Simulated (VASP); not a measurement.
Calculation: r2SCAN+rVV10, VASP's PBE PAW potentials (set 64) (plane waves; VASP).

A VASP calculation is set up with these files.

KPOINTS:
```
Automatic mesh
0
Gamma
5 5 5
0 0 0
```

**POSCAR**
```
CsPbCl3
5.628290
  0.9999999382   0.0000000000   0.0000000000
  0.0000000000   0.9999999382   0.0000000000
  0.0000000000   0.0000000000   0.9999999382
Pb Cl Cs
1 3 1
Cartesian
  0.4999999691   0.4999999691   0.4999999691
  0.0000000000   0.4999999691   0.4999999691
  0.4999999691   0.0000000000   0.4999999691
  0.4999999691   0.4999999691   0.0000000000
  0.0000000000   0.0000000000   0.0000000000
```

### INCAR
```
# general
SYSTEM    =  CsPbCl3
PREC      =  Accurate
ENCUT     =  400
LREAL     =  .False.
LASPH     =  .True.

# electronic loop
EDIFF     =  1E-7
NELM      =  100   # most electronic steps
ALGO      =  Normal   # blocked Davidson
LMAXMIX   =  4   # l cut-off of mixed one-centre charges
LMIXTAU   =  .True.

# smearing
ISMEAR    =  -5   # tetrahedra, Bloechl

# functional
METAGGA   =  R2SCAN
LUSE_VDW  =  .True.
BPARAM    =  11.95
CPARAM    =  0.0093

# ions
ISIF      =  2   # forces and stress, cell fixed

# output
LWAVE     =  .False.
LCHARG    =  .False.
LORBIT    =  11   # lm-projected
NEDOS     =  601   # DOS grid
```

File KPOINTS_OPT:
```
k-points along high-symmetry lines
10
Line-mode
Reciprocal
  0.000000   0.000000   0.000000 ! GAMMA
  0.000000   0.500000   0.000000 ! X

  0.000000   0.500000   0.000000 ! X
  0.500000   0.500000   0.000000 ! M

  0.500000   0.500000   0.000000 ! M
  0.000000   0.000000   0.000000 ! GAMMA

  0.000000   0.000000   0.000000 ! GAMMA
  0.500000   0.500000   0.500000 ! R

  0.500000   0.500000   0.500000 ! R
  0.000000   0.500000   0.000000 ! X

  0.500000   0.500000   0.500000 ! R
  0.500000   0.500000   0.000000 ! M
```

POTCAR, in this order: Pb_d Cl Cs_sv (PBE.64 set). Program: vasp_std.

What VASP printed:

OUTCAR:
```
 ion  position               nearest neighbor table
   1  0.500  0.500  0.500-   2 2.81   3 2.81   4 2.81   4 2.81   3 2.81   2 2.81
   2  0.000  0.500  0.500-   1 2.81   1 2.81
   3  0.500  0.000  0.500-   1 2.81   1 2.81
   4  0.500  0.500  0.000-   1 2.81   1 2.81
   5  0.000  0.000  0.000-
  LATTYP: Found a simple cubic cell.
 ALAT       =     5.6282896520
 Subroutine PRICEL returns:
 Original cell was already a primitive cell.
 Subroutine GETGRP returns: Found 48 space group operations
The static configuration has the point symmetry O_h .
The dynamic configuration has the point symmetry O_h .
 Subroutine INISYM returns: Found 48 space group operations
 Subroutine IBZKPT returns following result:
 Found     10 irreducible k-points:

 Following reciprocal coordinates:
            Coordinates               Weight
  0.000000  0.000000  0.000000      1.000000
  0.200000  0.000000  0.000000      6.000000
  0.400000  0.000000  0.000000      6.000000
  0.200000  0.200000  0.000000     12.000000
  0.400000  0.200000  0.000000     24.000000
  0.400000  0.400000  0.000000     12.000000
  0.200000  0.200000  0.200000      8.000000
  0.400000  0.200000  0.200000     24.000000
  0.400000  0.400000  0.200000     24.000000
  0.400000  0.400000  0.400000      8.000000
   k-points           NKPTS =     10   k-points in BZ     NKDIM =     10   number of bands    NBANDS=     26
   number of dos      NEDOS =    601   number of ions     NIONS =      5
   total plane-waves  NPLWV =  64000
   dimension x,y,z NGX =    40 NGY =   40 NGZ =   40
   dimension x,y,z NGXF=    80 NGYF=   80 NGZF=   80
   ions per type =               1   3   1
   PREC   = accura    normal or accurate (medium, high low for compatibility)
   ISTART =      0    job   : 0-new  1-cont  2-samecut
   ICHARG =      2    charge: 1-file 2-atom 10-const
   ISPIN  =      1    spin polarized calculation?
   LNONCOLLINEAR =      F non collinear calculations
   LSORBIT =      F    spin-orbit coupling
   INIWAV =      1    electr: 0-lowe 1-rand  2-diag
   ENCUT  =  400.0 eV  29.40 Ry    5.42 a.u.   9.18  9.18  9.18*2*pi/ulx,y,z
   NELM   =    100;   NELMIN=  2; NELMDL= -5     # of ELM steps
   EDIFF  = 0.1E-06   stopping-criterion for ELM
   LREAL  =      F    real-space projection
   NLSPLINE    = F    spline interpolate recip. space projectors
   LMAXMIX     =    4 max onsite mixed and CHGCAR
   VOSKOWN=      0    Vosko Wilk Nusair interpolation
   EDIFFG = 0.1E-05   stopping-criterion for IOM
   NSW    =      0    number of steps for IOM
   NBLOCK =      1;   KBLOCK =      1    inner block; outer block
   IBRION =     -1    ionic relax: 0-MD 1-quasi-New 2-CG
   NFREE  =      0    steps in history (QN), initial steepest desc. (CG)
   ISIF   =      2    stress and relaxation
   ISYM   =      2    0-nonsym 1-usesym 2-fastsym
   TEIN   =    0.0    initial temperature
   TEBEG  =    0.0;   TEEND  =   0.0 temperature during run
   SMASS  =  -3.00    Nose mass-parameter (am)
   PSTRESS=    0.0 pullay stress
   NELECT =      44.0000    total number of electrons
   EFERMI =   0.00;   METHOD = LEGACY
   ISMEAR =    -5;   SIGMA  =   0.20  broadening in eV -4-tet -1-fermi 0-gaus
   IALGO  =     38    algorithm
   LDIAG  =      T    sub-space diagonalisation (order eigenvalues)
   IMIX   =      4    mixing-type and parameters
     AMIX     =   0.40;   BMIX     =  1.00
     AMIX_MAG =   1.60;   BMIX_MAG =  1.00
     AMIN     =   0.10
   METAGGA = R2SCAN    functional components
   VOSKOWN =     0    Vosko Wilk Nusair interpolation
   LHFCALC =     F    Hartree Fock is set to
   LHFONE  =     F    Hartree Fock one center treatment
   AEXX    =    0.0000 exact exchange contribution
   LUSE_VDW   =     T    switch on vdW DFT
...
```

OSZICAR:
```
       N       E                     dE             d eps       ncg     rms          rms(c)
DAV:   1     0.294901853286E+03    0.29490E+03   -0.17428E+04   520   0.129E+03
DAV:   2    -0.736913128976E+02   -0.36859E+03   -0.36223E+03   678   0.331E+02
DAV:   3    -0.116418940238E+03   -0.42728E+02   -0.42543E+02   598   0.122E+02
DAV:   4    -0.117934383308E+03   -0.15154E+01   -0.15131E+01   724   0.303E+01
DAV:   5    -0.117976434543E+03   -0.42051E-01   -0.42010E-01   668   0.394E+00    0.544E+00
DAV:   6    -0.110690580996E+03    0.72859E+01   -0.37322E+00   670   0.300E+01    0.475E+00
DAV:   7    -0.105397203736E+03    0.52934E+01   -0.16043E+00   548   0.855E+00    0.178E+00
DAV:   8    -0.106526457428E+03   -0.11293E+01   -0.10041E+00   674   0.620E+00    0.137E+00
DAV:   9    -0.106315926762E+03    0.21053E+00   -0.46818E-01   530   0.577E+00    0.116E+00
DAV:  10    -0.106686981061E+03   -0.37105E+00   -0.30413E-01   556   0.499E+00    0.525E-01
DAV:  11    -0.106688699516E+03   -0.17185E-02   -0.72395E-02   740   0.198E+00    0.402E-01
DAV:  12    -0.106676675315E+03    0.12024E-01   -0.50801E-03   658   0.704E-01    0.298E-01
DAV:  13    -0.106692621931E+03   -0.15947E-01   -0.20800E-02   560   0.156E+00    0.130E-01
DAV:  14    -0.106686557057E+03    0.60649E-02   -0.91630E-03   538   0.726E-01    0.168E-01
DAV:  15    -0.106689873116E+03   -0.33161E-02   -0.94886E-04   646   0.380E-01    0.954E-02
DAV:  16    -0.106692699005E+03   -0.28259E-02   -0.18545E-03   552   0.424E-01    0.341E-02
DAV:  17    -0.106692212026E+03    0.48698E-03   -0.34553E-04   660   0.145E-01    0.382E-02
DAV:  18    -0.106692798455E+03   -0.58643E-03   -0.91636E-05   548   0.104E-01    0.246E-02
DAV:  19    -0.106692832371E+03   -0.33916E-04   -0.86733E-06   616   0.263E-02    0.250E-02
DAV:  20    -0.106693029690E+03   -0.19732E-03   -0.69599E-05   572   0.867E-02    0.658E-03
DAV:  21    -0.106693044246E+03   -0.14556E-04   -0.75729E-06   688   0.222E-02    0.180E-03
DAV:  22    -0.106693045576E+03   -0.13297E-05   -0.66419E-07   656   0.699E-03    0.726E-04
DAV:  23    -0.106693045554E+03    0.22594E-07   -0.76708E-08   412   0.272E-03
   1 F= -.10669305E+03 E0= -.10669305E+03  d E =0.000000E+00
       N       E                     dE             ncg
       N       E                     dE             ncg
       N       E                     dE             ncg
       N       E                     dE             ncg
       N       E                     dE             ncg
       N       E                     dE             ncg
```

**OUTCAR**
```
------------------------ aborting loop because EDIFF is reached ----------------------------------------
  FORCE on cell =-STRESS in cart. coord.  units (eV):
  Direction    XX          YY          ZZ          XY          YZ          ZX
  --------------------------------------------------------------------------------------
  Total       -0.0672890     -0.0672890     -0.0672890     -0.0000000     -0.0000000      0.0000000
  in kB       -0.6046796     -0.6046796     -0.6046796     -0.0000000     -0.0000000      0.0000000
  external PRESSURE =      -0.6046796 kB  Pullay stress =       0.0000000 kB
  volume of cell :      178.29
      direct lattice vectors                 reciprocal lattice vectors
     5.628289652  0.000000000  0.000000000     0.177673869  0.000000000  0.000000000
     0.000000000  5.628289652  0.000000000     0.000000000  0.177673869  0.000000000
     0.000000000  0.000000000  5.628289652     0.000000000  0.000000000  0.177673869
 POSITION                                       TOTAL-FORCE (eV/Angst)
 -----------------------------------------------------------------------------------
      2.81414      2.81414      2.81414         0.000000      0.000000      0.000000
      0.00000      2.81414      2.81414         0.000000      0.000000      0.000000
      2.81414      0.00000      2.81414         0.000000      0.000000      0.000000
      2.81414      2.81414      0.00000         0.000000      0.000000      0.000000
      0.00000      0.00000      0.00000         0.000000      0.000000      0.000000
 -----------------------------------------------------------------------------------
    total drift:                               -0.000000      0.000000     -0.000000
  FREE ENERGIE OF THE ION-ELECTRON SYSTEM (eV)
  ---------------------------------------------------
  free  energy   TOTEN  =      -106.6930455535 eV

  energy  without entropy=     -106.6930455535  energy(sigma->0) =     -106.69304555

 total charge

# of ion       s       p       d       tot
------------------------------------------
    1        1.517   0.414   9.854  11.785
    2        1.606   3.550   0.000   5.156
    3        1.606   3.550   0.000   5.156
    4        1.606   3.550   0.000   5.156
    5        1.855   4.714   0.010   6.578
--------------------------------------------------
tot          8.190  15.778   9.864  33.831
```
(Selected blocks of OUTCAR.)

The structure comes from a measured CsPbCl3 entry (Pm-3m) of the Crystallography Open Database, whose conditions weren't checked. It was relaxed first.
